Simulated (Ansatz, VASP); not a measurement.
**Mg6MnFe in VASP and in Ansatz**

Contents of INCAR:

```
PREC     = Accurate       # precision mode
ENCUT    = 500            # plane-wave cutoff, eV
EDIFF    = 1E-6           # SCF threshold, eV
ISMEAR   = 0              # smearing method
SIGMA    = 0.05           # smearing width, eV
LREAL    = F              # projectors in reciprocal space
LASPH    = T              # aspherical terms in the spheres
NELM     = 150            # most SCF steps
ALGO     = Normal         # electronic algorithm
ISIF     = 2              # what is computed and relaxed
LWAVE    = F              # write WAVECAR
LCHARG   = F              # write CHGCAR
ISPIN    = 2              # spin polarisation
MAGMOM   = 3 4 0 0 0 0 0 0 # initial moments
LORBIT   = 11             # projections on sites
LMAXMIX  = 4              # l up to which the mixer works
GGA      = PE             # functional
NBANDS   = 28             # bands
```

Contents of KPOINTS:

```
regular mesh
0
Gamma
  6 5 5
```

File POSCAR:

```
Mg6MnFe
4.8098
    0.999997920911      0.000000000000      0.000000000000
    0.000000000000      0.629780240343      1.105547943781
    0.000000000000     -0.629780240343      1.105547943781
Fe Mn Mg
1 1 6
Direct
    0.5000000000      0.6791410000      0.6791410000
    0.0000000000      0.8210190000      0.8210190000
    0.5000000000      0.1665030000      0.1665030000
    0.5000000000      0.6720880000      0.1504440000
    0.5000000000      0.1504440000      0.6720880000
    0.0000000000      0.3336410000      0.3336410000
    0.0000000000      0.8261340000      0.3510320000
    0.0000000000      0.3510320000      0.8261340000
```

Contents of input.yaml:

```yaml
crystal:
  lattice:
    - [4.80979, 0.0, 0.0]
    - [0.0, 3.029117, 5.3174645]
    - [0.0, -3.029117, 5.3174645]
  atoms:
    - { symbol: Fe, position: [0.5, 0.679141, 0.679141], spin: 3.0 }
    - { symbol: Mn, position: [0.0, 0.821019, 0.821019], spin: 4.0 }
    - { symbol: Mg, position: [0.5, 0.166503, 0.166503] }
    - { symbol: Mg, position: [0.5, 0.672088, 0.150444] }
    - { symbol: Mg, position: [0.5, 0.150444, 0.672088] }
    - { symbol: Mg, position: [0.0, 0.333641, 0.333641] }
    - { symbol: Mg, position: [0.0, 0.826134, 0.351032] }
    - { symbol: Mg, position: [0.0, 0.351032, 0.826134] }
hamiltonian:
  xc: pbe
  pseudopotentials: { kind: paw }
magnetization:
  spin_polarized: true
kpoints:
  mp_grid: { grid: [6, 5, 5] }
scf:
  occupations: { method: gaussian, width: 0.05 }
output:
  forces: true
  stress: true
  eigenvalues: true
```

The cell comes from a database or a generator and needn't be the stable form of this composition.

Alike in both runs: task single point; functional PBE; k mesh 6 × 5 × 5; occupations gaussian, width 0.05 eV; collinear spin, ferromagnetic start.

|  | VASP | Ansatz |
| --- | --- | --- |
| version | VASP 6.6.1 | Ansatz 0.2.0 |
| potentials or method | VASP PAW PBE potentials, release 64 (Fe, Mn, Mg) | Ansatz PAW |
| plane-wave cutoff (eV) | 500 | 420 |
| valence electrons in the cell | 27 | 91 |

Ansatz gave:

| Property | Result |
| --- | --- |
| gap on the k mesh at the Fermi level (eV) | none |
| pressure (GPa) | 0.1 |
| largest component of the traceless stress (GPa) | 0.75 |
| rms of the force components (eV/Å) | 0.022 |
| net moment per atom (μB) | 0.78 |
| size of the moment on the site where the two differ most (μB) | 3.66 |

Problem. Which values does VASP return?

Solution. gap on the k mesh at the Fermi level (eV): none; pressure (GPa): 0.0; largest component of the traceless stress (GPa): 0.72; rms of the force components (eV/Å): 0.021; net moment per atom (μB): 0.78; size of the moment on the site where the two differ most (μB): 3.59.

Site moments also hang on the region over which each program counts them. Atom by atom the forces differ by 0.001 eV/Å (rms over components). A gap of «none» marks a metal or a gap that the smearing closes. The two sets of potentials don't hold the same shells in valence.
